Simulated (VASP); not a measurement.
A run of VASP 6.6.1 is set up as follows.

Contents of INCAR:

```
PREC = Accurate
ENCUT = 520
EDIFF = 1E-6
ISMEAR = 0
SIGMA = 0.05
LREAL = F
LASPH = T
NELM = 100
ALGO = Fast
ISIF = 2
LWAVE = F
LCHARG = T
ISPIN = 2
MAGMOM = 0 4
LORBIT = 11
LMAXMIX = 4
GGA = PS
LELF = T
LVHAR = T
```

File KPOINTS:

```
Automatic mesh
0
Gamma
  8 8 8
```

The input POSCAR:

```
MnHg
3.288
    1.000000000000      0.000000000000      0.000000000000
    0.000000000000      1.000000000000      0.000000000000
    0.000000000000      0.000000000000      1.007603406326
Hg Mn
1 1
Direct
    0.0000000000      0.0000000000      0.0000000000
    0.5000000000      0.5000000000      0.5000000000
```

Potentials or basis: VASP PAW PBE potentials, release 64 (Hg, Mn_pv).

Run with:

```sh
$ cat potpaw_PBE.64/Hg/POTCAR potpaw_PBE.64/Mn_pv/POTCAR > POTCAR
$ mpirun -np 1 vasp_std > vasp.out
```

Question: Predict the site moments.

Answer: Hg -0.05; Mn +3.81 μB.

Question: Predict the net moment.

Answer: 3.91 μB per cell.

 The run has no spin-orbit coupling, so splittings on Hg are missing.
